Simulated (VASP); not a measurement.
Set up this calculation in VASP 6.6.1, as the native input.

```
Task                   : single point
Functional             : PBE
Potentials or basis    : VASP PAW PBE potentials, release 64 (O, Cd, Te)
Cutoff                 : 520 eV
k mesh                 : 4 × 4 × 4
Occupations            : fermi-dirac, width 0.02 eV
Spin                   : no spin polarisation
Dipole correction      : no
Further INCAR settings : ALGO = Normal; EDIFF = 1e-07; NBANDS = 26
```

The structure of Cd2TeO lies in POSCAR:

```
Cd2TeO
1.0
    3.9815462508      0.0000000000      0.0000000000
    0.0000000000      3.9815462508      0.0000000000
    0.0000000000      0.0000000000      5.3991006792
O Cd Te
1 2 1
Direct
    0.0000000000      0.0000000000      0.0000000000
    0.0000000000      0.0000000000      0.5000000000
    0.5000000000      0.5000000000      0.0000000000
    0.5000000000      0.5000000000      0.5000000000
```

The cell was built by a generator and needn't be a form met in nature.

One way to write it, as run:

INCAR

```
ALGO = Normal
EDIFF = 1E-7
ENCUT = 520
GGA = PE
ISIF = 2
ISMEAR = -1
LASPH = True
LCHARG = False
LREAL = False
LWAVE = False
NBANDS = 26
NELM = 100
PREC = Accurate
SIGMA = 0.02
```

KPOINTS

```
k-points
0
Gamma
  4 4 4
```

Potentials or basis: VASP PAW PBE potentials, release 64 (O, Cd, Te).

Launch:

```bash
$ cat potpaw_PBE.64/O/POTCAR potpaw_PBE.64/Cd/POTCAR potpaw_PBE.64/Te/POTCAR > POTCAR
$ mpirun -np 1 vasp_std > vasp.out
```

Results of the run:

- Pressure: 2.6 GPa
- Band gap on the k mesh: none (metal or under the smearing width)

Caveat: the k mesh is coarse (spacing up to 0.39 Å⁻¹), so the values aren't converged.

Wall time 22 s on 1 thread of AMD EPYC 9R45 (Zen 5) (shared host), peak memory 0.17 GiB.
